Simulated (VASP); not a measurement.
A VASP calculation is set up with these files.

**KPOINTS**
```
Automatic mesh
0
Gamma
7 7 7
0 0 0
```

**INCAR**
```
SYSTEM = Pt3Ti
PREC = Accurate
ENCUT = 400
EDIFF = 1E-6
NELM = 100
ALGO = Normal
LREAL = .FALSE.
LASPH = .TRUE.
ISMEAR = 1
SIGMA = 0.1
GGA = PS
LMAXMIX = 6
LWAVE = .FALSE.
LCHARG = .FALSE.
IBRION = 2
ISIF = 3
NSW = 60
EDIFFG = -0.02
```

File POSCAR:
```
Pt3Ti
1.0
  3.8978672699   0.0000000000   0.0000000000
  0.0000000000   3.8978672699   0.0000000000
  0.0000000000   0.0000000000   3.8978672699
Ti Pt
1 3
Cart
  0.0000000000   0.0000000000   0.0000000000
  0.0000000000   1.9489336349   1.9489336349
  1.9489336349   0.0000000000   1.9489336349
  1.9489336349   1.9489336349   0.0000000000
```

POTCAR, in this order: Ti_sv Pt (PBE.64 set). Program: vasp_std.

Write an equivalent input for Quantum ESPRESSO's pw.x.

One equivalent input (not run):
```
&CONTROL
  calculation = 'vc-relax'
  pseudo_dir = './pseudo'
  outdir = './out'
  tprnfor = .true.
  tstress = .true.
  nstep = 60
  forc_conv_thr = 0.00078
/
&SYSTEM
  ibrav = 0
  nat = 4
  ntyp = 2
  ecutwfc = 84
  occupations = 'smearing'
  smearing = 'methfessel-paxton'
  degauss = 0.00735
  input_dft = 'pbesol'
/
&ELECTRONS
  conv_thr = 7.3e-08
  electron_maxstep = 100
/
&IONS
/
&CELL
/
ATOMIC_SPECIES
  Ti 47.867 Ti.upf
  Pt 195.084 Pt.upf
CELL_PARAMETERS angstrom
     3.8978673    0.0000000    0.0000000
     0.0000000    3.8978673    0.0000000
    -0.0000000   -0.0000000    3.8978673
ATOMIC_POSITIONS crystal
  Ti   0.0000000  0.0000000  0.0000000
  Pt   0.0000000  0.5000000  0.5000000
  Pt   0.5000000  0.0000000  0.5000000
  Pt   0.5000000  0.5000000  0.0000000
K_POINTS automatic
  7 7 7 0 0 0
```
Limits of the translation: the potentials are each code's own (VASP's PAW set, PseudoDojo norm-conserving files in pw.x), so ENCUT and ecutwfc are chosen apart and not converted; conv_thr bounds pw.x's estimated SCF error, while EDIFF bounds the energy change between steps; forc_conv_thr acts on force components and is met together with etot_conv_thr.

The compound is Pt3Ti in the L1_2 structure. It was relaxed first. The start is the result of an earlier pass.
